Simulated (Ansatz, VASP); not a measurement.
# MoS2 in two plane-wave programs

Aim: how closely do two programs agree when they are given the same cell, functional and k mesh?

Method: plane waves, with VASP 6.6.1 beside it; single point at HSE06, in Ansatz 0.2.0.

The database entry behind the starting cell differs from later determinations by our own check (about 0.3 % long), so it need not match the best structure at ambient conditions.

## (1) The structure

It takes space group P6_3/mmc (No. 194, hexagonal). Conventional cell: a = 3.169 Å, b = 3.169 Å, c = 12.324 Å, α = 90.00°, β = 90.00°, γ = 120.00°. Mo has 6 S at 2.41 Å nearest. Nearest to S lie 3 Mo at 2.41 Å. Farther neighbours and most contacts between anions are not listed.

## (2) Ansatz: single point, HSE06

Ansatz runs on its default PAW (the set named soft_2) files.

With cell and atoms fixed, the geometry can't cause a difference; cores, projectors, grids and the points listed under the comparison can.

The input, input.yaml:

```yaml
crystal:
  lattice:
    - [3.169, 0.0, 0.0]
    - [-1.5845, 2.7444345046, 0.0]
    - [0.0, 0.0, 12.324]
  atoms:
    - { symbol: Mo, position: [0.3333333333, 0.6666666667, 0.25] }
    - { symbol: Mo, position: [0.6666666667, 0.3333333333, 0.75] }
    - { symbol: S, position: [0.3333333333, 0.6666666667, 0.623] }
    - { symbol: S, position: [0.6666666667, 0.3333333333, 0.123] }
    - { symbol: S, position: [0.3333333333, 0.6666666667, 0.877] }
    - { symbol: S, position: [0.6666666667, 0.3333333333, 0.377] }
hamiltonian:
  xc: { exchange: pbe, correlation: pbe, exx: { coeff: 0.25, omega: 0.2 } }
  pseudopotentials: { kind: paw }
kpoints:
  mp_grid: { grid: [6, 6, 2] }
scf:
  occupations: { method: gaussian, width: 0.01 }
  n_extra_bands: 5
output:
  forces: true
  stress: true
  eigenvalues: true
```

On the command line:

```sh
$ ansatz run input.yaml --threads 4 --pin off --max-ram 9216MiB --backend cpu --events-out ev --progress --plain --runs-dir out
```

Numbers of over 12 decimals in the logs are rounded to 6 here.

The log of the run:

```text
Warning: output.stress: scf.convergence.dr2_threshold = 1e-7 eV (the SCF's general default) is looser than the 6e-10 eV advised for a printed stress (1e-10 eV for each atom of the cell: 6). What an SCF threshold leaves in a stress goes as its square root, and in the free energy as the threshold itself, and one threshold admits the most on a small cell: [figures from the program's tests cut] Set scf.convergence.dr2_threshold to 6e-10 eV or tighter. The threshold is an SCF's pass mark: one that does not reach it within its budget of iterations ends unconverged, or closes short of it on a stop that the run arms, and scf.convergence.dr2_threshold's page says what that costs each kind of run
Warning: output.stress: scf.exx.energy_threshold = 1e-6 eV is looser than the 6e-8 eV advised for a stress under a hybrid functional (1e-8 eV for each atom of the cell: 6). Every SCF of the exchange loop can meet its threshold on dr2 while the loop round them stops early: no threshold on dr2 bounds what that leaves in the stress. Set scf.exx.energy_threshold to 6e-8 eV or tighter. The threshold is the loop's pass mark: a loop that does not reach it within its budget of cycles ends unconverged, and scf.exx.energy_threshold's page has the law
scf.n_extra_bands = 5 over 26 filled bands (N_el = 52.0): the run solves 31 bands
Engine: ansatz 0.2.0, x86_64-unknown-linux-gnu
Pseudopotentials: kind: paw
Pseudopotential: Mo, paw, valence charge 14, recommended cutoff 420 eV (normal), Mo.paw.azcp
Pseudopotential: S, paw, valence charge 6, recommended cutoff 420 eV (normal), S.paw.azcp
Functional definition: unnamed
  parameter a_1 = 0.25
  parameter omega_1 = 0.2/angstrom
  exchange = pbe_x + (-a_1)*pbe_x_sr(omega_1) + a_1*exact_x_sr(omega_1)
  correlation = pbe_c
Crystal: 6 atoms, lattice volume = 107.183 Å³
Basis set: ecut = 420 eV, 2081 PW (Γ), exchange–correlation on 48×48×180 points (8 copies of the dense FFT grid, shifted against one another)
Bands: 31, of which v1, the nominal top of the filled ones, is band 26 counted from 1 (25 counted from 0)
Symmetry: 24 space group operations
Space group: P63/mmc (ITA 194), of the structure as read, at distance tolerance 4.8e-5 Å
k-points: 14 of 72
Non-local potential: Mo, projectors of the file, l = 0: 3, l = 1: 2, l = 2: 2, l = 3: 1
Non-local potential: S, projectors of the file, l = 0: 2, l = 1: 2, l = 2: 2
PAW form: soft (Blöchl's): semilocal exchange-correlation on the pseudo side does not see the compensation charge
PAW frozen core: Mo, regenerated for the run's functional, and the local potential with it (the file was generated under x = pbe(κ = 0.804, μ = 0.219515), c = pbe(β = 0.066725))
PAW frozen core: S, regenerated for the run's functional, and the local potential with it (the file was generated under x = pbe(κ = 0.804, μ = 0.219515), c = pbe(β = 0.066725))
PAW one-centre angular grid: Mo, 590 points (default); XC on 64 Gauss nodes
PAW one-centre angular grid: S, 110 points (default); XC on 64 Gauss nodes
Initial density: superposition of atomic densities (neutral atoms: chi_scale 0, normalization atom), corrected by the library's trained network
Initial wavefunctions: pseudopotential atomic-orbital guess
Functional: x = pbe(κ = 0.804, μ = 0.219515), c = pbe(β = 0.066725), warm-up for x = pbe(κ = 0.804, μ = 0.219515) + 0.25 (exact − pbe) at short range (hse, ω = 0.2 Å⁻¹), c = pbe(β = 0.066725)
SCF iter   1: F=—  HF=-13525.524049 eV  |F-HF|=—  |Δ(HF+E_count)|=         —  Δρ=5.59e-3  dr2=8.09e-3  ethr=1.77e-3  ⟨swp⟩=5.7  Hψ=1802  notcnv=0
preconditioner: auto → none  [insulator: Δε(μ)=0.885 eV  Ē_g=7.620 eV  σ=0.010 eV  W_gap=1.00  n_scr=26 (ndim 8)  ℏωp=21.5 eV  f_vac=0.016  D(μ)=0.00/eV (n_scr^D=0)]
SCF iter   2: F=—  HF=-13525.533610 eV  |F-HF|=—  |Δ(HF+E_count)|=   9.56e-3  Δρ=3.01e-3  dr2=5.56e-3  ethr=1.56e-5  ⟨swp⟩=6.1  Hψ=1334  notcnv=0  defer=2
SCF iter   3: F=—  HF=-13525.540547 eV  |F-HF|=—  |Δ(HF+E_count)|=   6.94e-3  Δρ=3.23e-3  dr2=3.14e-2  ethr=1.07e-5  ⟨swp⟩=4.8  Hψ=1314  notcnv=0  recentre
iter 4 solved again at ethr=5.47e-7 eV; its pass at ethr=1.07e-5 eV (dr2=2.85e-4 eV) is discarded
SCF iter   4: F=—  HF=-13525.536400 eV  |F-HF|=—  |Δ(HF+E_count)|=   4.15e-3  Δρ=1.11e-3  dr2=2.85e-4  ethr=5.47e-7  ⟨swp⟩=2.7  Hψ=2045  notcnv=0
SCF iter   5: F=-13525.537079 eV  HF=-13525.537078 eV  |F-HF|=1.31e-6  |Δ(HF+E_count)|=   6.78e-4  Δρ=5.35e-5  dr2=1.73e-6  ethr=5.47e-7  ⟨swp⟩=3.0  Hψ=1076  notcnv=0
SCF 1 stopped early in 5 iterations: F = -13525.537079 eV  dr2 = 1.73e-6
  greatest PAW one-centre occupation: 0.998 electrons in one spin orbital (limit 2), on the Mo atom at site 1 (counted from 0), in its partial waves of l = 0
Initial density: handed on by an earlier stage of this run
Initial wavefunctions: those handed on with the density
Functional: x = pbe(κ = 0.804, μ = 0.219515) + 0.25 (exact − pbe) at short range (hse, ω = 0.2 Å⁻¹), c = pbe(β = 0.066725)
Exchange kernel: α = 0.2500, screened, ω = 0.2000 Å⁻¹, Wigner–Seitz truncation, v(0) = 1126.9080 eV·Å³, q-mesh 6×6×2, nearest image of the exchange supercell L = 19.01 Å, pair-density grid 15×15×54, without the augmentation charges, whose exchange is taken in its separable form by FFT convolution over the k-point mesh (sized by the pseudopotential files, 20×20×90 at the most), smooth part of the exact exchange by density-matrix convolution
Frozen-core exchange: fock
SCF iter   1: F=—  HF=-13531.608526 eV  |F-HF|=—  |Δ(HF+E_count)|=         —  Δρ=1.11e-2  dr2=2.64e-1  ethr=3.33e-8  ⟨swp⟩=9.0  Hψ=2716  notcnv=0
preconditioner: auto → none  [insulator: Δε(μ)=1.404 eV  Ē_g=9.083 eV  σ=0.010 eV  W_gap=1.00  n_scr=26 (ndim 8)  ℏωp=21.5 eV  f_vac=0.015  D(μ)=0.00/eV (n_scr^D=0)]
SCF iter   2: F=—  HF=-13531.652356 eV  |F-HF|=—  |Δ(HF+E_count)|=   4.38e-2  Δρ=1.29e-2  dr2=5.97e-1  ethr=3.33e-8  ⟨swp⟩=7.7  Hψ=2444  notcnv=0  recentre
SCF iter   3: F=—  HF=-13531.556667 eV  |F-HF|=—  |Δ(HF+E_count)|=   9.57e-2  Δρ=3.52e-3  dr2=1.90e-2  ethr=3.33e-8  ⟨swp⟩=7.1  Hψ=2338  notcnv=0
SCF iter   4: F=—  HF=-13531.570918 eV  |F-HF|=—  |Δ(HF+E_count)|=   1.43e-2  Δρ=2.01e-3  dr2=6.23e-3  ethr=3.33e-8  ⟨swp⟩=6.1  Hψ=1936  notcnv=0
SCF iter   5: F=—  HF=-13531.569576 eV  |F-HF|=—  |Δ(HF+E_count)|=   1.34e-3  Δρ=5.42e-4  dr2=2.40e-4  ethr=3.33e-8  ⟨swp⟩=5.3  Hψ=1721  notcnv=0
SCF iter   6: F=—  HF=-13531.570508 eV  |F-HF|=—  |Δ(HF+E_count)|=   9.31e-4  Δρ=3.11e-4  dr2=2.32e-4  ethr=3.33e-8  ⟨swp⟩=4.9  Hψ=1439  notcnv=0
SCF iter   7: F=-13531.570463 eV  HF=-13531.570463 eV  |F-HF|=1.66e-7  |Δ(HF+E_count)|=   4.47e-5  Δρ=2.96e-5  dr2=6.13e-6  ethr=3.33e-8  ⟨swp⟩=4.1  Hψ=1291  notcnv=0
SCF 2 stopped early in 7 iterations: F = -13531.570463 eV  dr2 = 6.13e-6
  Residual-converged pass: ⟨swp⟩=4.0  Hψ=1293  notcnv=0  max |occ|·‖R‖ = 6.2e-6 eV (tolerance 6.7e-6 eV)  dr2=6.14e-6  dr2_onsite=4.29e-8  max |Δocc| = 0.0e0
hybrid outer 1: dexx = +2.350e-2 eV, tail = 3.65e-5 eV
Exchange kernel: α = 0.2500, screened, ω = 0.2000 Å⁻¹, Wigner–Seitz truncation, v(0) = 1126.9080 eV·Å³, q-mesh 6×6×2, nearest image of the exchange supercell L = 19.01 Å, pair-density grid 15×15×54, without the augmentation charges, whose exchange is taken in its separable form by FFT convolution over the k-point mesh (sized by the pseudopotential files, 20×20×90 at the most), smooth part of the exact exchange by density-matrix convolution
Frozen-core exchange: fock
SCF iter   1: F=—  HF=-13531.570486 eV  |F-HF|=—  |Δ(HF+E_count)|=         —  Δρ=6.97e-5  dr2=2.55e-6  ethr=3.51e-7  ⟨swp⟩=4.2  Hψ=1112  notcnv=0
preconditioner: auto → none  [insulator: Δε(μ)=1.461 eV  Ē_g=8.968 eV  σ=0.010 eV  W_gap=1.00  n_scr=26 (ndim 8)  ℏωp=21.5 eV  f_vac=0.015  D(μ)=0.00/eV (n_scr^D=0)]
SCF iter   2: F=—  HF=-13531.570485 eV  |F-HF|=—  |Δ(HF+E_count)|=   5.10e-7  Δρ=2.00e-5  dr2=6.55e-7  ethr=4.13e-9  ⟨swp⟩=3.3  Hψ=1019  notcnv=0
SCF iter   3: F=—  HF=-13531.570491 eV  |F-HF|=—  |Δ(HF+E_count)|=   5.09e-6  Δρ=1.59e-5  dr2=2.16e-7  ethr=1.73e-10  ⟨swp⟩=5.1  Hψ=1425  notcnv=0
SCF iter   4: F=—  HF=-13531.570490 eV  |F-HF|=—  |Δ(HF+E_count)|=   5.82e-8  Δρ=1.75e-6  dr2=1.43e-7  ethr=1.73e-10  ⟨swp⟩=3.6  Hψ=1037  notcnv=0
SCF iter   5: F=—  HF=-13531.570491 eV  |F-HF|=—  |Δ(HF+E_count)|=   6.20e-7  Δρ=5.96e-6  dr2=3.53e-8  ethr=2.29e-12  ⟨swp⟩=5.8  Hψ=1638  notcnv=0
SCF iter   6: F=—  HF=-13531.570491 eV  |F-HF|=—  |Δ(HF+E_count)|=   8.01e-8  Δρ=2.70e-6  dr2=8.60e-9  ethr=2.29e-12  ⟨swp⟩=5.1  Hψ=1424  notcnv=0
SCF iter   7: F=-13531.570491 eV  HF=-13531.570491 eV  |F-HF|=6.71e-10  |Δ(HF+E_count)|=   1.16e-8  Δρ=5.46e-7  dr2=8.16e-10  ethr=2.29e-12  ⟨swp⟩=4.6  Hψ=1340  notcnv=0
SCF 3 converged in 7 iterations: F = -13531.570491 eV  dr2 = 8.16e-10
  Residual-converged pass: ⟨swp⟩=2.9  Hψ=816  notcnv=0  max |occ|·‖R‖ = 7.7e-7 eV (tolerance 7.7e-7 eV)  dr2=8.16e-10  dr2_onsite=1.43e-11  max |Δocc| = 0.0e0
hybrid outer 2: dexx = +9.347e-6 eV, tail = 2.37e-8 eV, Δε = 2.81e-3 eV (about 6.82e-5 eV left of the loop's levels), ΔF = 2.13e-3 eV/Å (tail 4.98e-4)
hybrid SCF converged: 2 outer / 14 inner (+5 warm-up), last move |dexx| = 9.35e-6 eV, tail = 2.37e-8 eV
Stability not checked: this state was not tested for a lower state beside it, because the functional holds exact exchange (a hybrid, or Hartree-Fock), whose exchange loop this test does not read (fock_operator; see scf.lower_state_search)
Free energy (F): -13531.570492 eV
Frozen-core exchange: fock
Harris-Foulkes:  -13531.570492 eV  (|F-HF|=6.71e-10)
Internal energy: -13531.570492 eV  (E = F + TS)
E sigma→0 (E₀):  -13531.570492 eV
Fermi energy:    11.244226 eV
--- Per-component energies (eV) ---
  E_band       = -403.930625
  E_kinetic    = 1307.363253
  E_local      = -3905.360536  (includes V_loc(G=0)·N_el)
  E_nonlocal   = 393.979266
  E_hartree    = 1498.436360
  E_xc         = -606.197955
  E_vxc        = -645.656136  (∫ρ·V_xc dr)
  E_exx        = -129.541051  (= α·E_x^exact, valence–valence)
  E_paw        = -8827.781186  (= ΣΔE_a)
  E_vpaw       = -292.046123  (= ΣTr[D̂ρ^β])
  E_aug_tail   = 0.000084  (compensation charges beyond the density's cutoff)
  E_ewald      = -3261.216446
  E_core_change = -1.252280  (= ΣΔE_core)
  E_smearing   = -0.000000  (= −TS)
  E_closure    = 0.000000  (closes the sum)
  Σ components = -13531.570492   (vs F -13531.570492, Δ=0.00e0)
--- Forces (eV/Å), atoms counted from 1 ---
  atom   1  Mo    -0.00000000     0.00000000     0.00000000
  atom   2  Mo     0.00000000    -0.00000000     0.00000000
  atom   3  S     -0.00000000     0.00000000     0.59659309
  atom   4  S     -0.00000000    -0.00000000     0.59659309
  atom   5  S      0.00000000     0.00000000    -0.59659309
  atom   6  S      0.00000000    -0.00000000    -0.59659309
  max |Σ_I F_I| component: 1.11e-16 eV/Å
--- Stress (GPa, compression-positive) ---
       -2.933484       0.000000       0.000000
        0.000000      -2.933484       0.000000
        0.000000       0.000000      -2.743391
  P = ⅓ Tr σ = -2.8701 GPa (-28.701 kbar)
--- Band table (eV; the first three rows and the last of 14) ---
  k-point 0: bands = [... 22 lower, 8.1830, 9.0939, 9.2608, 10.5135, 13.3537, 13.3537, 13.3854, 13.3854, ... 1 higher]
  k-point 1: bands = [... 22 lower, 8.1557, 8.1557, 10.2040, 10.2040, 13.3577, 13.3577, 13.3577, 13.3577, ... 1 higher]
  k-point 2: bands = [... 22 lower, 8.1900, 9.1253, 9.1947, 9.6683, 12.6535, 13.0340, 13.1183, 13.2518, ... 1 higher]
  k-point 13: bands = [... 22 lower, 7.2257, 7.2257, 9.8171, 9.8171, 12.0452, 12.0452, 13.6005, 13.6005, ... 1 higher]
```

Run time: 12 s. Hardware: 4 threads of Intel Xeon 6975P-C (Granite Rapids), shared host; peak memory 1.8 GiB; 42 s of CPU time.

The run ends at a pressure of -2.87 GPa, with forces up to 0.60 eV/Å.

(Part 1 of 2 ends here.)

[Lines on the potential files, build, host, timing and source positions are cut from VASP's logs without a mark.]

[Logs are printed without paths, hosts, clocks, repeated set-up lines and the standing remarks that a program may print on its own settings, such as how far it seeks lower states.]

[Hosts, paths, dates, database ids (printed as entryN), source tags and the programs' standing remarks are cut or masked in the printed files.]
